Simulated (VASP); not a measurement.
**Shielding tensors and field gradients of KMgF3**

Wanted: the shieldings and field gradients at the nuclei of KMgF3. The cell has space group Pm-3m. The start is a cell from a database of measured crystal structures.

Calculated with VASP 6.6.1; PBE; plane waves and PAW (K_sv, Mg, F), in the first sound run; inputs show where later runs differ.

This is a report of a sequence of runs, with most program output left out.

**1. Starting point**

It takes space group Pm-3m (No. 221, cubic). The conventional cell has a = 3.986 Å, b = 3.986 Å, c = 3.986 Å, α = 90.00°, β = 90.00°, γ = 90.00°. K has 12 F at 2.82 Å nearest. Mg has 6 F at 1.99 Å nearest. F has 2 Mg at 1.99 Å and 4 K at 2.82 Å nearest. Farther neighbours and most contacts between anions are not listed.

Structure file:

```xyz
5
Lattice="3.9859 0.0000 0.0000 0.0000 3.9859 0.0000 0.0000 0.0000 3.9859" Properties=species:S:1:pos:R:3 pbc="T T T"
K     1.9929    1.9929    1.9929
Mg    0.0000    0.0000    0.0000
F     1.9929    0.0000    0.0000
F     0.0000    1.9929    0.0000
F     0.0000    0.0000    1.9929
```

**2. Relaxation**

The atoms are relaxed first inside the given cell, which is kept (ISIF = 2), since values at the nuclei depend on the positions.

INCAR

```
SYSTEM = KMgF3
PREC = Accurate
ENCUT = 520
EDIFF = 1E-06
NELM = 100
ISMEAR = 0
SIGMA = 0.05
LREAL = .FALSE.
ALGO = Normal
GGA = PE
NBANDS = 22
LWAVE = .FALSE.
LCHARG = .FALSE.
KPAR = 2
IBRION = 2
NSW = 60
ISIF = 2
EDIFFG = -0.01
```

POSCAR

```
KMgF3
1.0
    3.9859000000      0.0000000000      0.0000000000
    0.0000000000      3.9859000000      0.0000000000
    0.0000000000      0.0000000000      3.9859000000
K Mg F
1 1 3
Direct
    0.5000000000      0.5000000000      0.5000000000
    0.0000000000      0.0000000000      0.0000000000
    0.5000000000      0.0000000000      0.0000000000
    0.0000000000      0.5000000000      0.0000000000
    0.0000000000      0.0000000000      0.5000000000
```

KPOINTS

```
Automatic mesh
0
Gamma
6 6 6
0 0 0
```

The projector-augmented-wave data sets are K_sv, Mg and F (PBE family, release 64).

The run is started by

```
mpirun -np 2 vasp_std
```

Wall time 26 s (2 MPI ranks of Intel Xeon Platinum 8488C (Sapphire Rapids), shared host); peak memory 0.33 GiB; 36 s of CPU time.

The run keeps the 48 symmetry operations of its start, so it cannot find a distortion of lower symmetry.

The forces vanish from the start, and no atom moves.

Numbers from this step:

- free energy (TOTEN): -24.41 eV
- Fermi energy: -1.331 eV
- pressure: 3.303 GPa

The forces stay under 1e-4 eV/Å.

**3. Ground state**

This step: LDA; plane waves and PAW (K_sv, Mg, F) (VASP 6.6.1).

A ground-state run shows first whether the cell has a gap, which the next steps need; its size sets how fine their mesh has to be.

INCAR

```
SYSTEM = KMgF3
PREC = Accurate
ENCUT = 520
EDIFF = 1E-07
NELM = 100
ISMEAR = 0
SIGMA = 0.01
LREAL = .FALSE.
ALGO = Normal
GGA = CA
NBANDS = 22
LORBIT = 11
LWAVE = .FALSE.
LCHARG = .FALSE.
KPAR = 2
```

POSCAR is that of step 2.

KPOINTS is that of step 2.

The run is started by

```
mpirun -np 2 vasp_std
```

The job ended after 26 s (2 MPI ranks; peak memory 0.3 GiB).

The gap is read on the k-mesh alone, so it is an upper bound where the band edges lie off the mesh. The PAW data sets were made with PBE, though LDA sets exist; this is a small mismatch.

Numbers from this step:

```yaml
free_energy_toten: -27.06 eV
fermi_energy: -1.894 eV
pressure: -4.651 GPa
gap_on_the_k_mesh: 6.968 eV
least_direct_gap_on_the_k_mesh: 7.294 eV
```

The cell has a gap of 6.97 eV on this mesh and a pressure of -4.7 GPa, which holds the misfit of the given cell and coordinates with this functional, and any error of cutoff, mesh and data sets.

**4. Shielding tensors**

This step: chemical shifts by linear response (GIPAW), LDA; plane waves and PAW (K_sv, Mg, F) (VASP 6.6.1).

LCHIMAG computes the induced currents by linear response. It needs tightly converged orbitals and a cutoff well above the default; LEFG adds the field gradients at no cost.

INCAR

```
SYSTEM = KMgF3
PREC = Accurate
ENCUT = 560
EDIFF = 1E-09
NELM = 100
ISMEAR = 0
SIGMA = 0.01
LREAL = .FALSE.
ALGO = Normal
GGA = CA
NBANDS = 22
LWAVE = .FALSE.
LCHARG = .FALSE.
KPAR = 2
LCHIMAG = .TRUE.
LEFG = .TRUE.
DQ = 0.001
ICHIBARE = 1
LNMR_SYM_RED = .TRUE.
```

POSCAR is that of step 3.

KPOINTS is that of step 3.

The run is started by

```
mpirun -np 2 vasp_std
```

It took 6.7 min on 2 MPI ranks; peak memory 0.56 GiB; 12 min of CPU time.

This step gave:

```yaml
fermi_energy: -1.974 eV
pressure: -4.544 GPa
```

Valence and core; the G = 0 term is that of a spherical sample. NMR shielding, by row:

```tsv
atom	isotropic shielding (ppm)	span (ppm)	skew	isotropic shielding without the G = 0 term (ppm)
K1	1174	0	-	1165
Mg2	570.7	0	-	561.7
F3	325.9	1.678	1	317
F4	325.9	1.678	1	317
F5	325.9	1.678	1	317
```

Ordered as |Vzz| ≥ |Vxx| ≥ |Vyy|, the program's way. Electric field gradients, by row:

```tsv
atom	Vxx (V/Å²)	Vyy (V/Å²)	Vzz (V/Å²)	asymmetry
K1	0	0	0	-
Mg2	0	0	0	-
F3	-22.66	-22.66	45.31	0
F4	-22.66	-22.66	45.31	0
F5	-22.66	-22.66	45.31	0
```

**5. Atoms moved**

The atoms are moved at random, which breaks the symmetry and shows how shieldings follow the geometry.

INCAR is that of step 4.

POSCAR

```
KMgF3
1.0
    3.9859000000      0.0000000000      0.0000000000
    0.0000000000      3.9859000000      0.0000000000
    0.0000000000      0.0000000000      3.9859000000
K Mg F
1 1 3
Direct
    0.5118380000      0.4695510000      0.4849050000
    0.0017920000     -0.0144240000      0.0213840000
    0.5058270000     -0.0164370000      0.0077770000
   -0.0041950000      0.5053060000      0.0027250000
    0.0340870000     -0.0226330000      0.5061690000
```

KPOINTS is that of step 4.

The run is started by

```
mpirun -np 2 vasp_std
```

The job ended after 27 min (2 MPI ranks; peak memory 1.9 GiB; 52 min of CPU time).

The atoms bear forces, and field gradients depend strongly on their positions.

This step gave:

- free energy (TOTEN): -26.97 eV
- Fermi energy: -1.961 eV
- pressure: -3.930 GPa
- gap on the k-mesh: 6.931 eV
- least direct gap on the k-mesh: 7.251 eV

Valence and core; the G = 0 term is that of a spherical sample. NMR shielding, by row:

```tsv
atom	isotropic shielding (ppm)	span (ppm)	skew	isotropic shielding without the G = 0 term (ppm)
K1	1172	2.321	-0.3142	1163
Mg2	569.7	2.161	-0.264	560.7
F3	323.3	4.053	-0.8406	314.4
F4	324.6	3.367	-0.1296	315.6
F5	324.1	2.538	0.4171	315.2
```

Ordered as |Vzz| ≥ |Vxx| ≥ |Vyy|, the program's way. Electric field gradients, by row:

```tsv
atom	Vxx (V/Å²)	Vyy (V/Å²)	Vzz (V/Å²)	asymmetry
K1	-1.143	-0.451	1.595	0.434
Mg2	-1.107	-0.089	1.196	0.851
F3	-23.23	-22.32	45.54	0.02
F4	-22.86	-21.84	44.7	0.023
F5	-22.77	-20.48	43.25	0.053
```

Against the first shielding run the largest change is -2.6 ppm, on F3.

**6. Outcome**

```
K, isotropic shielding  : 1173.9 ppm
Mg, isotropic shielding : 570.7 ppm
F, isotropic shielding  : 325.9 ppm
```

**Reading.** At LDA, in the first shielding run, the isotropic shieldings are K 1173.9 ppm; Mg 570.7 ppm; F 325.9 ppm. In the first shielding run the widest tensor is that of F3, with a span (largest less smallest principal value) of 1.68 ppm. The largest field gradient of that run is Vzz = 45.3 V/Å² at F3. Shifts were not obtained, since a shift is the shielding of a reference compound, computed alike, less these values. The G = 0 term is the part set by the sample's shape, taken here for a sphere. No finer mesh was run, so convergence in it isn't shown. VASP's guide advises NLSPLINE for shieldings, which this input doesn't set; the effect wasn't tested. Where the functional isn't the one that the data sets were made with, the shieldings hold that mismatch too. The cell has space group Pm-3m. The given cell is kept, although it stands at -4.5 GPa at LDA and ENCUT = 560 eV, which holds the mismatch of the given cell with this functional, any error of the entry itself and any basis-set error; the relaxation of the atoms, at PBE and ENCUT = 520 eV, gave +3.3 GPa. Not tabulated here, as repeats of values shown or as unfit to read for their mesh, reference level or band range: gaps (relaxation).

[Lines on the potential files, build, host, timing and source positions are cut from VASP's logs without a mark.]

[Logs are printed without paths, hosts, clocks, repeated set-up lines and the standing remarks that a program may print on its own settings, such as how far it seeks lower states.]

[Hosts, paths, dates, database ids (printed as entryN), source tags and the programs' standing remarks are cut or masked in the printed files.]
